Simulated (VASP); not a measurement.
Calculation: vdW-DF-cx, VASP's PBE PAW potentials (set 64) (plane waves; VASP 6.6.1).

VASP input:

KPOINTS:
```
kpoints
0
Gamma
15 15 15
```

File POSCAR:
```
Mo
1.0
 -1.5750000000   1.5750000000   1.5750000000
  1.5750000000  -1.5750000000   1.5750000000
  1.5750000000   1.5750000000  -1.5750000000
Mo
1
Cartesian
  0.0000000000   0.0000000000   0.0000000000
```

INCAR:
```
# general
SYSTEM   = Mo
PREC     = Accurate
ENCUT    = 520
LREAL    = .FALSE.
LASPH    = .TRUE.

# electronic loop
EDIFF    = 1E-6
NELM     = 100
ALGO     = Normal
LMAXMIX  = 4

# smearing
ISMEAR   = 1
SIGMA    = 0.1

# functional
GGA      = CX
LUSE_VDW = .TRUE.
AGGAC    = 0.0

# ions
IBRION   = 2
NSW      = 60
ISIF     = 3
EDIFFG   = -0.01

# output
LWAVE    = .FALSE.
LCHARG   = .FALSE.
```

POTCAR, in this order: Mo_sv (PBE.64 set). Program: vasp_std.

What VASP printed:

**OSZICAR**
```
       N       E                     dE             d eps       ncg     rms          rms(c)
DAV:   1     0.920919644092E+02    0.92092E+02   -0.83919E+03  2672   0.131E+03
DAV:   2    -0.783821085612E+01   -0.99930E+02   -0.96802E+02  2889   0.341E+02
DAV:   3    -0.909619951076E+01   -0.12580E+01   -0.12441E+01  3060   0.382E+01
DAV:   4    -0.909989527573E+01   -0.36958E-02   -0.36953E-02  2885   0.235E+00
DAV:   5    -0.909991411884E+01   -0.18843E-04   -0.18845E-04  3096   0.166E-01    0.153E+01
DAV:   6    -0.849259525700E+01    0.60732E+00   -0.10745E+00  2826   0.124E+01    0.413E+00
DAV:   7    -0.840661024819E+01    0.85985E-01   -0.21425E-01  3063   0.515E+00    0.965E-01
DAV:   8    -0.840153747698E+01    0.50728E-02   -0.48448E-03  2809   0.952E-01    0.235E-01
DAV:   9    -0.840159288957E+01   -0.55413E-04   -0.11622E-04  3117   0.147E-01    0.940E-02
DAV:  10    -0.840160585580E+01   -0.12966E-04   -0.13090E-05  2838   0.463E-02    0.179E-03
DAV:  11    -0.840160591695E+01   -0.61146E-07   -0.75264E-08  1790   0.375E-03
   1 F= -.84016059E+01 E0= -.84014035E+01  d E =-.840161E+01
       N       E                     dE             d eps       ncg     rms          rms(c)
DAV:   1    -0.874852715244E+01   -0.34692E+00   -0.91653E+00  2766   0.432E+01    0.773E+00
DAV:   2    -0.841603226908E+01    0.33249E+00   -0.66933E-01  2718   0.107E+01    0.119E+00
DAV:   3    -0.838528950188E+01    0.30743E-01   -0.11963E-01  2868   0.438E+00    0.132E+00
DAV:   4    -0.838761787602E+01   -0.23284E-02   -0.15541E-03  2742   0.471E-01    0.141E-01
DAV:   5    -0.838761561349E+01    0.22625E-05   -0.61485E-04  2923   0.318E-01    0.100E-02
DAV:   6    -0.838761484273E+01    0.77076E-06   -0.34765E-06  2806   0.246E-02
   2 F= -.83876148E+01 E0= -.83873418E+01  d E =0.139911E-01
       N       E                     dE             d eps       ncg     rms          rms(c)
DAV:   1    -0.860877762947E+01   -0.22116E+00   -0.51664E+00  2757   0.328E+01    0.479E+00
DAV:   2    -0.841444501547E+01    0.19433E+00   -0.42935E-01  2709   0.822E+00    0.896E-01
DAV:   3    -0.840219116903E+01    0.12254E-01   -0.53830E-02  2876   0.291E+00    0.638E-01
DAV:   4    -0.840349913768E+01   -0.13080E-02   -0.10197E-03  2745   0.368E-01    0.242E-02
DAV:   5    -0.840350014733E+01   -0.10096E-05   -0.47771E-05  2960   0.862E-02    0.670E-03
DAV:   6    -0.840350056425E+01   -0.41692E-06   -0.33824E-07  1821   0.834E-03
   3 F= -.84035006E+01 E0= -.84032688E+01  d E =-.189465E-02
```

File OUTCAR:
```
------------------------ aborting loop because EDIFF is reached ----------------------------------------
  FORCE on cell =-STRESS in cart. coord.  units (eV):
  Direction    XX          YY          ZZ          XY          YZ          ZX
  --------------------------------------------------------------------------------------
  Total       -0.0017382     -0.0017382     -0.0017382      0.0000000      0.0000000     -0.0000000
  in kB       -0.1803178     -0.1803178     -0.1803178      0.0000000      0.0000000     -0.0000000
  external PRESSURE =      -0.1803178 kB  Pullay stress =       0.0000000 kB
  volume of cell :       15.44
      direct lattice vectors                 reciprocal lattice vectors
    -1.568808967  1.568808967  1.568808967     0.000000000  0.318713120  0.318713120
     1.568808967 -1.568808967  1.568808967     0.318713120  0.000000000  0.318713120
     1.568808967  1.568808967 -1.568808967     0.318713120  0.318713120  0.000000000
 POSITION                                       TOTAL-FORCE (eV/Angst)
 -----------------------------------------------------------------------------------
      0.00000      0.00000      0.00000         0.000000      0.000000     -0.000000
 -----------------------------------------------------------------------------------
    total drift:                                0.000000     -0.000000      0.000000
  FREE ENERGIE OF THE ION-ELECTRON SYSTEM (eV)
  ---------------------------------------------------
  free  energy   TOTEN  =        -8.4035005642 eV

  energy  without entropy=       -8.4028052606  energy(sigma->0) =       -8.40326880

 reached required accuracy - stopping structural energy minimisation
```
(Selected blocks of OUTCAR.)

**CONTCAR**
```
Mo
   1.00000000000000
    -1.5688089665972922    1.5688089665972922    1.5688089665972922
     1.5688089665972922   -1.5688089665972922    1.5688089665972922
     1.5688089665972922    1.5688089665972922   -1.5688089665972922
  Mo
     1
Direct
     0.0000000000000000    0.0000000000000000    0.0000000000000000
```

The compound is Mo in the bcc structure. This run relaxes it. Symmetry was kept, so distortions that lower it aren't found.
